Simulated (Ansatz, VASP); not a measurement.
This is a calculation of KZr2 for VASP 6.6.1.

The input INCAR:

```
  ALGO = Normal
  EDIFF = 1E-6
  EDIFFG = -0.01
  ENCUT = 600
  GGA = PE
  IBRION = 2
  ISIF = 3
  ISMEAR = -1
  LASPH = True
  LCHARG = False
  LREAL = False
  LWAVE = False
  NELM = 100
  NSW = 60
  PREC = Accurate
  SIGMA = 0.05
```

Contents of KPOINTS:

```
k-points
0
Gamma
  5 5 5
```

The input POSCAR:

```
KZr2
1.0
    0.0000000000      3.5791200000      3.5791200000
    3.5791200000      0.0000000000      3.5791200000
    3.5791200000      3.5791200000      0.0000000000
K Zr
1 2
Direct
    0.0000000000      0.0000000000      0.0000000000
    0.2500000000      0.2500000000      0.2500000000
    0.7500000000      0.7500000000      0.7500000000
```

Potentials or basis: VASP PAW PBE potentials, release 64 (K_sv, Zr_sv).

Run with:

```sh
$ cat potpaw_PBE.64/K_sv/POTCAR potpaw_PBE.64/Zr_sv/POTCAR > POTCAR
$ mpirun -np 1 vasp_std > vasp.out
```

**Question.** Translate it to Ansatz 0.2.0. Potentials there: Ansatz PAW.

**Answer.** As run (the cutoff follows the program's own potentials):

File input.yaml:

```yaml
crystal:
  lattice:
    - [0.0, 3.57912, 3.57912]
    - [3.57912, 0.0, 3.57912]
    - [3.57912, 3.57912, 0.0]
  atoms:
    - { symbol: K, position: [0.0, 0.0, 0.0] }
    - { symbol: Zr, position: [0.25, 0.25, 0.25] }
    - { symbol: Zr, position: [0.75, 0.75, 0.75] }
hamiltonian:
  xc: pbe
  pseudopotentials: { kind: paw }
kpoints:
  mp_grid: { grid: [5, 5, 5] }
scf:
  occupations: { method: fermi_dirac, width: 0.05 }
output:
  forces: true
  stress: true
  eigenvalues: true
relax:
  f_tol: 0.01
  max_steps: 40
  cell: { stress_tol: 0.05 }
```

Potentials or basis: Ansatz PAW.

Run with:

```sh
$ ansatz run input.yaml --threads 2 --pin off --max-ram 5632MiB --backend cpu --events-out ev --progress --plain --runs-dir out
```

Both were run:

|  | VASP | Ansatz | Ansatz less VASP |
| --- | --- | --- | --- |
| gap on the k mesh at the Fermi level, each at its own relaxed structure (eV) | none | none | - |
| relaxed volume (Å³/atom) | 30.57 | 30.51 | -0.055 |
| relaxed cell length with the largest relative difference (Å) | 5.062 | 5.059 | -0.0030 |

A gap of «none» marks a metal or a gap that the smearing closes.

Caveats: the relaxation stopped at its first step, so nothing moved (VASP); the plane-wave basis is chosen anew once the cell has moved, so the energies of steps on either side of that aren't comparable (Ansatz).
